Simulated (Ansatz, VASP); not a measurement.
## Ge3H4 (Ge wire along [110], 6 atoms a period, H-terminated): VASP beside Ansatz

Aim: how closely do two programs agree when they are given the same cell, functional and k mesh? The cell is taken from a series of runs on this material, whose earlier steps may have relaxed, scaled, displaced or heated it; both programs get it as it stands.

Calculated with Ansatz 0.2.0; plane waves, with VASP 6.6.1 beside it; single point at PBE and single point at r2SCAN.

## Step 1: Set-up

The cell holds 14 atoms: 8 H and 6 Ge. Cell: a = 12.921 Å, b = 13.420 Å, c = 4.207 Å, α = 90.0°, β = 90.0°, γ = 90.0°. Vacuum lies along a and b. The structure's axis is c.

As a file:

```xyz
14
Lattice="12.9210 0.0000 0.0000 0.0000 13.4200 0.0000 0.0000 0.0000 4.2067" Properties=species:S:1:pos:R:3
H     4.8833    9.9756    0.0000
H     4.8833    3.4448    0.0000
H     9.4803    6.7102    0.8725
H     3.4411    6.7102    1.2309
H     8.0380    9.9756    2.1034
H     8.0380    3.4448    2.1034
H     3.4411    6.7102    2.9759
H     9.4803    6.7102    3.3342
Ge    5.7865    4.7100    0.0000
Ge    7.1348    8.7104    2.1034
Ge    7.1348    4.7100    2.1034
Ge    8.5541    6.7102    2.1034
Ge    4.3673    6.7102    0.0000
Ge    5.7865    8.7104    0.0000
```

## Step 2: VASP: single point, PBE

A single point gives forces, pressure and levels at one fixed geometry, so differences don't come from the geometry; what else differs is listed under the comparison.

Lines of VASP's logs that name or quote its potential files are left out, and so is its time.

Input file INCAR:

```
SYSTEM = Ge3H4
PREC = Accurate
ENCUT = 410
EDIFF = 1E-06
NELM = 120
ISMEAR = -1
SIGMA = 0.05
LREAL = .FALSE.
ALGO = Normal
GGA = PE
NBANDS = 60
LORBIT = 11
LWAVE = .FALSE.
LCHARG = .FALSE.
ISIF = 2
LASPH = .TRUE.
GGA_COMPAT = .FALSE.
EFERMI = MIDGAP
KPAR = 4
```

Input file POSCAR:

```
Ge3H4
1.0
   12.9210000000      0.0000000000      0.0000000000
    0.0000000000     13.4200000000      0.0000000000
    0.0000000000      0.0000000000      4.2067090328
H Ge
8 6
Direct
    0.3779341520      0.7433354095      0.0000000000
    0.3779341520      0.2566947245      0.0000000000
    0.7337109360      0.5000150670      0.2074073170
    0.2663148240      0.5000150670      0.2925926830
    0.6220916080      0.7433354095      0.5000000000
    0.6220916080      0.2566947245      0.5000000000
    0.2663148240      0.5000150670      0.7074073170
    0.7337109360      0.5000150670      0.7925926830
    0.4478383850      0.3509687500      0.0000000000
    0.5521873750      0.6490613840      0.5000000000
    0.5521873750      0.3509687500      0.5000000000
    0.6620274750      0.5000150670      0.5000000000
    0.3379982850      0.5000150670      0.0000000000
    0.4478383850      0.6490613840      0.0000000000
```

Input file KPOINTS:

```
Automatic mesh
0
Gamma
1 1 20
0 0 0
```

PAW data sets: H and Ge_d (PBE family, release 64).

Command:

```
mpirun -np 4 vasp_std
```

Numbers of over 12 decimals in the logs are rounded to 6 here.

Log:

```text
[banner, memory and clock lines left out]
running    4 mpi-ranks, on    1 nodes
 distrk:  each k-point on    1 cores,    4 groups
 distr:  one band on    1 cores,    1 groups

 POSCAR found type information on POSCAR H Ge
 POSCAR found :  2 types and      14 ions
 LDA part: xc-table for (Slater+PW92), standard interpolation
 POSCAR, INCAR and KPOINTS ok, starting setup
 FFT: planning ... GRIDC
 FFT: planning ... GRID_SOFT
 FFT: planning ... GRID
 WAVECAR not read
 entering main loop
       N       E                     dE             d eps       ncg     rms          rms(c)
DAV:   1     0.716148096391E+03    0.71615E+03   -0.40845E+04  1580   0.172E+03
DAV:   2     0.583524440904E+02   -0.65780E+03   -0.63005E+03  1680   0.412E+02
DAV:   3    -0.484551543962E+02   -0.10681E+03   -0.10626E+03  1752   0.169E+02
DAV:   4    -0.542415088517E+02   -0.57864E+01   -0.57707E+01  1560   0.472E+01
DAV:   5    -0.544949365563E+02   -0.25343E+00   -0.25339E+00  2024   0.945E+00    0.991E+00
DAV:   6    -0.529388400536E+02    0.15561E+01   -0.69600E-01  1668   0.918E+00    0.560E+00
DAV:   7    -0.522471504561E+02    0.69169E+00   -0.20125E+00  1560   0.837E+00    0.935E-01
DAV:   8    -0.522226385791E+02    0.24512E-01   -0.42021E-01  1600   0.717E+00    0.538E-01
DAV:   9    -0.522064617706E+02    0.16177E-01   -0.42652E-02  1636   0.608E+00    0.257E-01
DAV:  10    -0.522061486489E+02    0.31312E-03   -0.21113E-02  1668   0.103E+00    0.132E-01
DAV:  11    -0.522066691973E+02   -0.52055E-03   -0.61552E-03  1620   0.447E-01    0.132E-01
DAV:  12    -0.522072035461E+02   -0.53435E-03   -0.14561E-03  1584   0.814E-01    0.665E-02
DAV:  13    -0.522082479036E+02   -0.10444E-02   -0.11373E-03  1472   0.321E-01    0.315E-02
DAV:  14    -0.522085131898E+02   -0.26529E-03   -0.35144E-04  1724   0.350E-01    0.188E-02
DAV:  15    -0.522090722218E+02   -0.55903E-03   -0.26627E-04  1508   0.901E-02    0.175E-02
DAV:  16    -0.522094616587E+02   -0.38944E-03   -0.37798E-05  1588   0.175E-01    0.125E-02
DAV:  17    -0.522100074687E+02   -0.54581E-03   -0.54213E-05  1556   0.106E-01    0.859E-03
DAV:  18    -0.522101863993E+02   -0.17893E-03   -0.18226E-05  1460   0.306E-02    0.583E-03
DAV:  19    -0.522103347713E+02   -0.14837E-03   -0.22129E-05  1380   0.160E-02    0.263E-03
DAV:  20    -0.522103472699E+02   -0.12499E-04   -0.28455E-06  1168   0.203E-02    0.959E-04
DAV:  21    -0.522103525941E+02   -0.53242E-05   -0.12105E-06  1112   0.101E-02    0.156E-03
DAV:  22    -0.522103533351E+02   -0.74098E-06   -0.25754E-07  1092   0.550E-03
   1 F= -.52210353E+02 E0= -.52210353E+02  d E =-.432181E-10
```

Parts of OUTCAR (step 2):

```text
ion  position               nearest neighbor table
   1  0.378  0.743  0.000-  14 1.55
   2  0.378  0.257  0.000-   9 1.55
   3  0.734  0.500  0.207-  12 1.54
   4  0.266  0.500  0.293-  13 1.54
   5  0.622  0.743  0.500-  10 1.55
   6  0.622  0.257  0.500-  11 1.55
   7  0.266  0.500  0.707-  13 1.54
   8  0.734  0.500  0.793-  12 1.54
   9  0.448  0.351  0.000-   2 1.55  13 2.45  11 2.50  11 2.50
  10  0.552  0.649  0.500-   5 1.55  12 2.45  14 2.50  14 2.50
  11  0.552  0.351  0.500-   6 1.55  12 2.45   9 2.50   9 2.50
  12  0.662  0.500  0.500-   3 1.54   8 1.54  10 2.45  11 2.45
  13  0.338  0.500  0.000-   4 1.54   7 1.54   9 2.45  14 2.45
  14  0.448  0.649  0.000-   1 1.55  13 2.45  10 2.50  10 2.50

  LATTYP: Found a simple orthorhombic cell.
 ALAT       =     4.2067090328
 B/A-ratio  =     3.0715221565
 C/A-ratio  =     3.1901421979

 Subroutine GETGRP returns: Found  8 space group operations
 (whereof  2 operations were pure point group operations)

The static configuration has the point symmetry C_1h.
 The point group associated with its full space group is D_2h.

 Found     11 irreducible k-points:

   k-points           NKPTS =     11   k-points in BZ     NKDIM =     11   number of bands    NBANDS=     60

   dimension x,y,z NGX =    90 NGY =   90 NGZ =   28
   dimension x,y,z NGXF=   180 NGYF=  180 NGZF=   56

   ENCUT  =  410.0 eV  30.13 Ry    5.49 a.u.  21.33 22.16  6.95*2*pi/ulx,y,z

   NELECT =      92.0000    total number of electrons

 k-points in reciprocal lattice and weights: Automatic mesh
   0.00000000  0.00000000  0.00000000       0.050
   0.00000000  0.00000000  0.05000000       0.100
   0.00000000  0.00000000  0.10000000       0.100
   0.00000000  0.00000000  0.15000000       0.100
   0.00000000  0.00000000  0.20000000       0.100
   0.00000000  0.00000000  0.25000000       0.100
   0.00000000  0.00000000  0.30000000       0.100
   0.00000000  0.00000000  0.35000000       0.100
   0.00000000  0.00000000  0.40000000       0.100
   0.00000000  0.00000000  0.45000000       0.100
   0.00000000  0.00000000  0.50000000       0.050

 average (electrostatic) potential at core
       1 -39.3724       2 -39.3724       3 -39.3927       4 -39.3927       5 -39.3724
       6 -39.3724       7 -39.3927       8 -39.3927       9 -81.5761      10 -81.5761
      11 -81.5761      12 -81.3716      13 -81.3716      14 -81.5761

 E-fermi :  -2.6203

 k-point     1 :       0.0000    0.0000    0.0000
  band No.  band energies     occupation
    ...
     42      -4.7021      2.00000
     43      -4.6114      2.00000
     44      -4.5093      2.00000
     45      -3.9874      2.00000
     46      -3.7643      2.00000
     47      -1.4763      0.00000
     48      -1.4715      0.00000
     49      -0.0423      0.00000
     50       0.2436      0.00000
     51       0.3652      0.00000
    ...

 k-point     2 :       0.0000    0.0000    0.0500
  band No.  band energies     occupation
    ...
     42      -4.6239      2.00000
     43      -4.6165      2.00000
     44      -4.5118      2.00000
     45      -4.1294      2.00000
     46      -3.9149      2.00000
     47      -1.2845      0.00000
     48      -1.2699      0.00000
     49       0.0012      0.00000
     50       0.2559      0.00000
     51       0.4007      0.00000
    ...

 k-point     3 :       0.0000    0.0000    0.1000
  band No.  band energies     occupation
    ...
     42      -4.6546      2.00000
     43      -4.5200      2.00000
     44      -4.5116      2.00000
     45      -4.4310      2.00000
     46      -4.2626      2.00000
     47      -0.8185      0.00000
     48      -0.7735      0.00000
     49       0.0987      0.00000
     50       0.3040      0.00000
     51       0.4909      0.00000
    ...

  Total       -0.9071289     -0.8812416     -0.8389353      0.0000000      0.0000000      0.0000000
  in kB       -1.9924548     -1.9355948     -1.8426716      0.0000000      0.0000000      0.0000000
  external PRESSURE =      -1.9235737 kB  Pullay stress =       0.0000000 kB

  energy-cutoff  :      410.00
  volume of cell :      729.44
      direct lattice vectors                 reciprocal lattice vectors
    12.921000000  0.000000000  0.000000000     0.077393391  0.000000000  0.000000000
     0.000000000 13.420000000  0.000000000     0.000000000  0.074515648  0.000000000
     0.000000000  0.000000000  4.206709033     0.000000000  0.000000000  0.237715514

 POSITION                                       TOTAL-FORCE (eV/Angst)
 -----------------------------------------------------------------------------------
      4.88329      9.97556      0.00000         0.012226     -0.020901      0.000000
      4.88329      3.44484      0.00000         0.012226      0.020901      0.000000
      9.48028      6.71020      0.87250        -0.021500      0.000000      0.027346
      3.44105      6.71020      1.23085         0.021500      0.000000     -0.027346
      8.03805      9.97556      2.10335        -0.012226     -0.020901      0.000000
      8.03805      3.44484      2.10335        -0.012226      0.020901      0.000000
      3.44105      6.71020      2.97586         0.021500      0.000000      0.027346
      9.48028      6.71020      3.33421        -0.021500      0.000000     -0.027346
      5.78652      4.71000      0.00000        -0.019440     -0.014474      0.000000
      7.13481      8.71040      2.10335         0.019440      0.014474      0.000000
      7.13481      4.71000      2.10335         0.019440     -0.014474      0.000000
      8.55406      6.71020      2.10335         0.026996      0.000000      0.000000
      4.36728      6.71020      0.00000        -0.026996      0.000000      0.000000
      5.78652      8.71040      0.00000        -0.019440      0.014474      0.000000
 -----------------------------------------------------------------------------------
    total drift:                               -0.000004     -0.000004      0.000001

  FREE ENERGIE OF THE ION-ELECTRON SYSTEM (eV)
  ---------------------------------------------------
  free  energy   TOTEN  =       -52.2103533351 eV

  energy  without entropy=      -52.2103533350  energy(sigma->0) =      -52.21035334

 total charge
# of ion       s       p       d       tot
------------------------------------------
    1        0.536   0.012   0.000   0.548
    2        0.536   0.012   0.000   0.548
    3        0.543   0.014   0.000   0.557
    4        0.543   0.014   0.000   0.557
    5        0.536   0.012   0.000   0.548
    6        0.536   0.012   0.000   0.548
    7        0.543   0.014   0.000   0.557
    8        0.543   0.014   0.000   0.557
    9        1.095   1.309  10.028  12.432
   10        1.095   1.309  10.028  12.432
   11        1.095   1.309  10.028  12.432
   12        1.090   1.407  10.047  12.544
   13        1.090   1.407  10.047  12.544
   14        1.095   1.309  10.028  12.432
--------------------------------------------------
tot         10.879   8.153  60.208  79.240

[... 3 further parts left out ...]
```

## Step 3: Ansatz: single point, PBE

Ansatz runs on its PAW soft_1 files.

The same cell, functional, mesh and smearing now go to Ansatz, which takes its cutoff from its data sets.

Input file input.yaml:

```yaml
crystal:
  lattice:
    - [12.921, 0.0, 0.0]
    - [0.0, 13.42, 0.0]
    - [0.0, 0.0, 4.2067090328]
  atoms:
    - { symbol: H, position: [0.377934152, 0.743335409, 0.0] }
    - { symbol: H, position: [0.377934152, 0.256694724, 0.0] }
    - { symbol: Ge, position: [0.447838385, 0.35096875, 0.0] }
    - { symbol: H, position: [0.733710936, 0.500015067, 0.207407317] }
    - { symbol: H, position: [0.266314824, 0.500015067, 0.292592683] }
    - { symbol: Ge, position: [0.552187375, 0.649061384, 0.5] }
    - { symbol: Ge, position: [0.552187375, 0.35096875, 0.5] }
    - { symbol: H, position: [0.622091608, 0.743335409, 0.5] }
    - { symbol: H, position: [0.622091608, 0.256694724, 0.5] }
    - { symbol: Ge, position: [0.662027475, 0.500015067, 0.5] }
    - { symbol: H, position: [0.266314824, 0.500015067, 0.707407317] }
    - { symbol: H, position: [0.733710936, 0.500015067, 0.792592683] }
    - { symbol: Ge, position: [0.337998285, 0.500015067, 0.0] }
    - { symbol: Ge, position: [0.447838385, 0.649061384, 0.0] }
kpoints:
  mp_grid: { grid: [1, 1, 20] }
  band_path: { path: ["Γ", Z], npoints: 90 }
scf:
  occupations: { method: fermi_dirac, width: 0.05 }
hamiltonian:
  xc: pbe
  pseudopotentials: { kind: paw, azcp: { folder: soft_1 } }
output:
  dos: { e_range: [-5, 4] }
  write_potential: true
  write_density: true
  volumetric_format: npy
```

Command:

```
ansatz run input.yaml --threads 4 --pin off --max-ram 16384MiB --backend cpu --events-out ev --progress --plain --runs-dir out
```

Log:

```text
Engine: ansatz 0.2.0, aarch64-unknown-linux-gnu
Pseudopotentials: kind: paw
Pseudopotential: H, paw, valence charge 1, recommended cutoff 420 eV (normal), soft_1/H.paw.azcp
Pseudopotential: Ge, paw, valence charge 14, recommended cutoff 420 eV (normal), soft_1/Ge.paw.azcp
Functional definition: PBE
  parameter kappa = 0.804
  parameter beta = 0.066725
  exchange = pbe_x(kappa = kappa, mu = beta*pi^2/3)
  correlation = pbe_c(beta = beta)
Crystal: 14 atoms, lattice volume = 729.443 Å³
Basis set: ecut = 420 eV, 14177 PW (Γ)
Bands: 60, of which v1, the nominal top of the filled ones, is band 46 counted from 1 (45 counted from 0)
Symmetry: 8 space group operations
Space group: Pmma (ITA 51), of the structure as read, at distance tolerance 9.0e-5 Å
k-points: 11 of 20
Non-local potential: H, projectors of the file, l = 0: 2, l = 1: 1
Non-local potential: Ge, projectors of the file, l = 0: 2, l = 1: 2, l = 2: 3, l = 3: 1
PAW form: soft (Blöchl's): semilocal exchange-correlation on the pseudo side does not see the compensation charge
PAW one-centre angular grid: H, 110 points (default); XC on 64 Gauss nodes
PAW one-centre angular grid: Ge, 590 points (default); XC on 64 Gauss nodes
Initial density: superposition of atomic densities (neutral atoms: chi_scale 0, normalization atom)
Initial wavefunctions: pseudopotential atomic-orbital guess
Functional: x = pbe(κ = 0.804, μ = 0.219515), c = pbe(β = 0.066725)
SCF iter   1: F=—  HF=-25896.974730 eV  |F-HF|=—  |Δ(HF+E_count)|=         —  Δρ=3.31e-2  dr2=6.81e0  ethr=3.10e-3  ⟨swp⟩=8.1  Hψ=2870  notcnv=0  defer=3
preconditioner: auto → Resta (q_TF=auto, 1.932 Å⁻¹)  ε∞=1.6  [insulator: Δε(μ)=2.531 eV  Ē_g=9.810 eV  σ=0.050 eV  W_gap=1.00  n_scr=88 (ndim 8)  ℏωp=7.8 eV  f_vac=0.635  D(μ)=0.00/eV (n_scr^D=0)  ε∞_Penn≈1.6  vacuum switching on, ρ_ref=7.0e-3 e/Å³]
SCF iter   2: F=—  HF=-25895.325448 eV  |F-HF|=—  |Δ(HF+E_count)|=    1.65e0  Δρ=1.41e-2  dr2=1.43e0  ethr=3.10e-3  ⟨swp⟩=3.0  Hψ=1016  notcnv=0  defer=83
SCF iter   3: F=—  HF=-25894.963189 eV  |F-HF|=—  |Δ(HF+E_count)|=   3.62e-1  Δρ=2.83e-3  dr2=1.59e-1  ethr=1.55e-3  ⟨swp⟩=4.0  Hψ=932  notcnv=0  defer=83
SCF iter   4: F=—  HF=-25894.928069 eV  |F-HF|=—  |Δ(HF+E_count)|=   3.51e-2  Δρ=1.04e-3  dr2=4.61e-3  ethr=1.73e-4  ⟨swp⟩=3.5  Hψ=1013  notcnv=0  defer=83
SCF iter   5: F=—  HF=-25894.930483 eV  |F-HF|=—  |Δ(HF+E_count)|=   2.41e-3  Δρ=2.35e-4  dr2=8.84e-4  ethr=5.01e-6  ⟨swp⟩=2.8  Hψ=1196  notcnv=0  defer=81
SCF iter   6: F=—  HF=-25894.930501 eV  |F-HF|=—  |Δ(HF+E_count)|=   1.76e-5  Δρ=5.60e-5  dr2=4.77e-5  ethr=9.61e-7  ⟨swp⟩=2.1  Hψ=903  notcnv=0  defer=81
SCF iter   7: F=—  HF=-25894.930501 eV  |F-HF|=—  |Δ(HF+E_count)|=   4.35e-8  Δρ=2.21e-5  dr2=4.11e-6  ethr=5.19e-8  ⟨swp⟩=2.0  Hψ=1096  notcnv=0  defer=81
SCF iter   8: F=—  HF=-25894.930504 eV  |F-HF|=—  |Δ(HF+E_count)|=   3.04e-6  Δρ=9.75e-6  dr2=5.14e-7  ethr=4.47e-9  ⟨swp⟩=2.0  Hψ=1081  notcnv=0  defer=81
SCF iter   9: F=-25894.930505 eV  HF=-25894.930505 eV  |F-HF|=5.06e-8  |Δ(HF+E_count)|=   1.05e-6  Δρ=1.62e-6  dr2=2.27e-8  ethr=1.09e-10  ⟨swp⟩=14.3  Hψ=2968  notcnv=0
SCF 1 converged in 9 iterations: F = -25894.930505 eV  dr2 = 2.27e-8
  greatest PAW one-centre occupation: 0.998 electrons in one spin orbital (limit 2), on the Ge atom at site 12 (counted from 0), in its partial waves of l = 2
NSCF: frozen V_eff on 91 k-points
WARN: The output density's exchange-correlation potential varies sharply where the density is thin. Do not read a vacuum level from v_tot or v_xc, or from such a field of the output density. On a cell that repeats whose density bears no net charge and no dipole along the vacuum's axis use v_es (v_loc + v_h of the components); under efield.dipole_correction with no amplitude use v_es + v_field, which holds any externa [...]
SCF converged after 9 iterations
Free energy (F): -25894.930505 eV
Harris-Foulkes:  -25894.930505 eV  (|F-HF|=5.06e-8)
Internal energy: -25894.930505 eV  (E = F + TS)
E sigma→0 (E₀):  -25894.930505 eV
Fermi energy:    -1.948902 eV
--- Per-component energies (eV) ---
  E_band       = -1799.772843
  E_kinetic    = 657.309447
  E_local      = -39370.586215  (includes V_loc(G=0)·N_el)
  E_nonlocal   = 1316.930033
  E_hartree    = 18919.742064
  E_xc         = -495.564592
  E_vxc        = -475.203915  (∫ρ·V_xc dr)
  E_paw        = -12091.901118  (= ΣΔE_a)
  E_vpaw       = -1767.699969  (= ΣTr[D̂ρ^β])
  E_aug_tail   = -0.007445  (compensation charges beyond the density's cutoff)
  E_ewald      = 5169.147321
  E_smearing   = -0.000000  (= −TS)
  E_closure    = -0.000000  (closes the sum)
  Σ components = -25894.930505   (vs F -25894.930505, Δ=0.00e0)
--- Band table (eV; the first three rows and the last of 11) ---
  k-point 0: bands = [... 42 lower, -3.9245, -3.8206, -3.2987, -3.0769, -0.7917, -0.7874, 0.6403, 0.9272, ... 10 higher]
  k-point 1: bands = [... 42 lower, -3.9297, -3.8231, -3.4408, -3.2279, -0.5998, -0.5857, 0.6839, 0.9392, ... 10 higher]
  k-point 2: bands = [... 42 lower, -3.8313, -3.8254, -3.7426, -3.5758, -0.1338, -0.0893, 0.7822, 0.9864, ... 10 higher]
  k-point 10: bands = [... 42 lower, -4.2120, -4.2120, -4.0539, -4.0539, 0.6870, 0.6870, 1.2177, 1.2177, ... 10 higher]
```

The column dr2 measures how far the density is from self-consistency, as an energy; F and HF (Harris–Foulkes) agree once it is small.

## Step 4: Differences

Known differences besides the potentials themselves: the cutoff is 420 eV in Ansatz and 410 eV in VASP. Total energies have different zeros and are not compared.

Both answers:

```tsv
quantity	Ansatz	VASP	difference
gap on the k mesh (eV)	2.285	2.288	-0.003
```

A gap on the mesh is an upper bound, since the band edges may lie between its points.

[end of part 1 of 2]

[Lines on the potential files, build, host, timing and source positions are cut from VASP's logs without a mark.]

[Logs are printed without paths, hosts, clocks, repeated set-up lines and the standing remarks that a program may print on its own settings, such as how far it seeks lower states.]

[Hosts, paths, dates, database ids (printed as entryN), source tags and the programs' standing remarks are cut or masked in the printed files.]
